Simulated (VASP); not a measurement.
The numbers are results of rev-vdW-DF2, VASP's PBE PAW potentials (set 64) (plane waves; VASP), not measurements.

The input files of a VASP run:

### POSCAR
```
MoS2
1
    1.5678257816    -2.7155536361     0.0000000000
    1.5678257816     2.7155536361     0.0000000000
    0.0000000000     0.0000000000    12.1832013799
Mo S
2 4
Direct
  0.3333330000   0.6666670000   0.2500000000
  0.6666670000   0.3333330000   0.7500000000
  0.3333330000   0.6666670000   0.8774629169
  0.6666670000   0.3333330000   0.3774629169
  0.6666670000   0.3333330000   0.1225370831
  0.3333330000   0.6666670000   0.6225370831
```

File KPOINTS:
```
Regular mesh
0
gamma
  8 8 2
0 0 0
```

INCAR:
```
ALGO  =  Normal   # blocked Davidson
SIGMA  =  0.05   # width (eV)
GGA  =  MK
SYSTEM  =  MoS2
NELM  =  100
ISIF  =  4
ZAB_VDW  =  -1.8867
EDIFF  =  1E-7   # SCF stop (eV)
PREC  =  Accurate
LMAXMIX  =  4
LASPH  =  .True.   # aspherical one-centre terms
ENCUT  =  520   # plane-wave cut-off (eV)
LUSE_VDW  =  .True.
EDIFFG  =  -0.01   # ionic stop
IBRION  =  2   # conjugate gradients
ISMEAR  =  0   # Gaussian
LREAL  =  .False.
PARAM1  =  0.1234568
AGGAC  =  0.0
PARAM2  =  0.7114
LWAVE  =  .False.
LCHARG  =  .False.
NSW  =  30
```

POTCAR, in this order: Mo_sv S (PBE.64 set). Program: vasp_std.

What VASP printed:

OSZICAR:
```
       N       E                     dE             d eps       ncg     rms          rms(c)
DAV:   1     0.463916263027E+03    0.46392E+03   -0.29962E+04  1392   0.160E+03
DAV:   2    -0.105371864656E+02   -0.47445E+03   -0.46415E+03  1540   0.402E+02
DAV:   3    -0.357941973496E+02   -0.25257E+02   -0.25134E+02  1607   0.802E+01
DAV:   4    -0.363410615780E+02   -0.54686E+00   -0.54390E+00  1487   0.118E+01
DAV:   5    -0.363565663801E+02   -0.15505E-01   -0.15496E-01  1646   0.187E+00    0.362E+01
DAV:   6    -0.342346274126E+02    0.21219E+01   -0.21349E+01  1378   0.246E+01    0.136E+01
DAV:   7    -0.338702903948E+02    0.36434E+00   -0.92973E+00  1404   0.157E+01    0.875E+00
DAV:   8    -0.335424085822E+02    0.32788E+00   -0.15449E+00  1565   0.687E+00    0.297E+00
DAV:   9    -0.335535784109E+02   -0.11170E-01   -0.13780E-01  1686   0.181E+00    0.140E+00
DAV:  10    -0.335451784080E+02    0.84000E-02   -0.66145E-02  1464   0.143E+00    0.351E-01
DAV:  11    -0.335450748032E+02    0.10360E-03   -0.24992E-03  1547   0.290E-01    0.200E-01
DAV:  12    -0.335449641092E+02    0.11069E-03   -0.41228E-04  1553   0.104E-01    0.971E-02
DAV:  13    -0.335449498213E+02    0.14288E-04   -0.15323E-04  1676   0.640E-02    0.189E-02
DAV:  14    -0.335449506352E+02   -0.81385E-06   -0.83270E-06  1474   0.168E-02    0.209E-02
DAV:  15    -0.335449502932E+02    0.34198E-06   -0.58701E-07  1339   0.499E-03    0.792E-03
DAV:  16    -0.335449499506E+02    0.34260E-06   -0.12542E-06  1505   0.632E-03    0.913E-04
DAV:  17    -0.335449499780E+02   -0.27407E-07   -0.41751E-08  1026   0.126E-03
   1 F= -.33544950E+02 E0= -.33544950E+02  d E =-.335449E+02
       N       E                     dE             d eps       ncg     rms          rms(c)
DAV:   1    -0.335595031720E+02   -0.14553E-01   -0.25172E+00  1268   0.717E+00    0.156E+00
DAV:   2    -0.335672533175E+02   -0.77501E-02   -0.13603E-01  1512   0.163E+00    0.668E-01
DAV:   3    -0.335662907209E+02    0.96260E-03   -0.13896E-02  1497   0.638E-01    0.539E-01
DAV:   4    -0.335655591229E+02    0.73160E-03   -0.38669E-03  1567   0.324E-01    0.247E-01
DAV:   5    -0.335655416228E+02    0.17500E-04   -0.46674E-04  1483   0.116E-01    0.319E-02
DAV:   6    -0.335655253750E+02    0.16248E-04   -0.54668E-05  1453   0.410E-02    0.245E-02
DAV:   7    -0.335655245700E+02    0.80504E-06   -0.71848E-06  1518   0.131E-02    0.753E-03
DAV:   8    -0.335655242931E+02    0.27690E-06   -0.13547E-06  1346   0.586E-03    0.191E-03
DAV:   9    -0.335655242732E+02    0.19949E-07   -0.87239E-08   914   0.175E-03
   2 F= -.33565524E+02 E0= -.33565524E+02  d E =-.205743E-01
       N       E                     dE             d eps       ncg     rms          rms(c)
DAV:   1    -0.335657769514E+02   -0.25266E-03   -0.31975E-02  1268   0.803E-01    0.186E-01
DAV:   2    -0.335658762286E+02   -0.99277E-04   -0.16684E-03  1519   0.182E-01    0.726E-02
DAV:   3    -0.335658635089E+02    0.12720E-04   -0.12458E-04  1541   0.619E-02    0.591E-02
DAV:   4    -0.335658584811E+02    0.50278E-05   -0.47459E-05  1528   0.356E-02    0.242E-02
DAV:   5    -0.335658580243E+02    0.45682E-06   -0.96875E-06  1576   0.168E-02    0.308E-03
DAV:   6    -0.335658577529E+02    0.27140E-06   -0.95767E-07  1307   0.512E-03    0.349E-03
DAV:   7    -0.335658577903E+02   -0.37466E-07   -0.50803E-08   844   0.134E-03
   3 F= -.33565858E+02 E0= -.33565858E+02  d E =-.209078E-01
       N       E                     dE             d eps       ncg     rms          rms(c)
DAV:   1    -0.336041858588E+02   -0.38328E-01   -0.17501E+00  1240   0.841E+00    0.141E+00
DAV:   2    -0.335814381403E+02    0.22748E-01   -0.15714E-01  1481   0.223E+00    0.859E-01
DAV:   3    -0.335761528046E+02    0.52853E-02   -0.16389E-02  1495   0.751E-01    0.288E-01
DAV:   4    -0.335742598089E+02    0.18930E-02   -0.66276E-03  1412   0.426E-01    0.197E-01
DAV:   5    -0.335742250944E+02    0.34714E-04   -0.46783E-04  1437   0.110E-01    0.477E-02
DAV:   6    -0.335742042122E+02    0.20882E-04   -0.18177E-04  1556   0.669E-02    0.269E-02
DAV:   7    -0.335742048503E+02   -0.63816E-06   -0.25615E-05  1551   0.283E-02    0.119E-02
DAV:   8    -0.335742045069E+02    0.34342E-06   -0.56118E-06  1514   0.147E-02    0.374E-03
DAV:   9    -0.335742045114E+02   -0.44874E-08   -0.27192E-07  1152   0.313E-03
   4 F= -.33574205E+02 E0= -.33574205E+02  d E =-.834672E-02
       N       E                     dE             d eps       ncg     rms          rms(c)
DAV:   1    -0.335956386047E+02   -0.21434E-01   -0.11394E+00  1240   0.679E+00    0.114E+00
DAV:   2    -0.335809209503E+02    0.14718E-01   -0.10171E-01  1474   0.179E+00    0.691E-01
DAV:   3    -0.335774921440E+02    0.34288E-02   -0.10652E-02  1495   0.604E-01    0.232E-01
DAV:   4    -0.335762693909E+02    0.12228E-02   -0.42917E-03  1420   0.342E-01    0.161E-01
DAV:   5    -0.335762430609E+02    0.26330E-04   -0.31458E-04  1437   0.893E-02    0.370E-02
DAV:   6    -0.335762314655E+02    0.11595E-04   -0.11442E-04  1549   0.532E-02    0.217E-02
DAV:   7    -0.335762319605E+02   -0.49498E-06   -0.15477E-05  1534   0.221E-02    0.966E-03
DAV:   8    -0.335762317527E+02    0.20773E-06   -0.33475E-06  1477   0.114E-02    0.278E-03
DAV:   9    -0.335762317641E+02   -0.11368E-07   -0.18242E-07  1135   0.243E-03
   5 F= -.33576232E+02 E0= -.33576232E+02  d E =-.103740E-01
```

**OUTCAR**
```
------------------------ aborting loop because EDIFF is reached ----------------------------------------
  FORCE on cell =-STRESS in cart. coord.  units (eV):
  Direction    XX          YY          ZZ          XY          YZ          ZX
  --------------------------------------------------------------------------------------
  Total        1.0871277      1.0871274      1.1245161      0.0000000     -0.0000000      0.0000000
  in kB       16.7897226     16.7897187     17.3671547      0.0000000     -0.0000000      0.0000000
  external PRESSURE =      16.9821987 kB  Pullay stress =       0.0000000 kB
  volume of cell :      103.74
      direct lattice vectors                 reciprocal lattice vectors
     1.576598294 -2.730748036 -0.000000000     0.317138488 -0.183100013 -0.000000000
     1.576598294  2.730748036  0.000000000     0.317138488  0.183100013 -0.000000000
     0.000000000 -0.000000000 12.047999127    -0.000000000 -0.000000000  0.083001334
 POSITION                                       TOTAL-FORCE (eV/Angst)
 -----------------------------------------------------------------------------------
      1.57660      0.91025      3.01200         0.000000      0.000000      0.000000
      1.57660     -0.91025      9.03600         0.000000      0.000000      0.000000
      1.57660      0.91025     10.60555        -0.000000     -0.000000      0.005601
      1.57660     -0.91025      4.58155        -0.000000     -0.000000      0.005601
      1.57660     -0.91025      1.44245         0.000000     -0.000000     -0.005601
      1.57660      0.91025      7.46645        -0.000000      0.000000     -0.005601
 -----------------------------------------------------------------------------------
    total drift:                                0.000000      0.001592     -0.000028
  FREE ENERGIE OF THE ION-ELECTRON SYSTEM (eV)
  ---------------------------------------------------
  free  energy   TOTEN  =       -33.5762317641 eV

  energy  without entropy=      -33.5762317641  energy(sigma->0) =      -33.57623176

 reached required accuracy - stopping structural energy minimisation
```
(Selected blocks of OUTCAR.)

CONTCAR:
```
MoS2
   1.00000000000000
     1.5765982944752861   -2.7307480361657155   -0.0000000000000000
     1.5765982944752861    2.7307480361657155    0.0000000000000000
     0.0000000000000000   -0.0000000000000000   12.0479991267250170
  Mo              S
     2     4
Direct
     0.3333330000000032    0.6666669999999968    0.2500000000000000
     0.6666669999999968    0.3333330000000032    0.7500000000000000
     0.3333330000000032    0.6666669999999968    0.8802745305238099
     0.6666669999999968    0.3333330000000032    0.3802745305238098
     0.6666669999999968    0.3333330000000032    0.1197254694761901
     0.3333330000000032    0.6666669999999968    0.6197254694761901
```

The compound is MoS2 in the 2H layered structure. This cell is one point of a volume scan, at 0.97 of the reference volume. Symmetry was kept, so distortions that lower it aren't found.
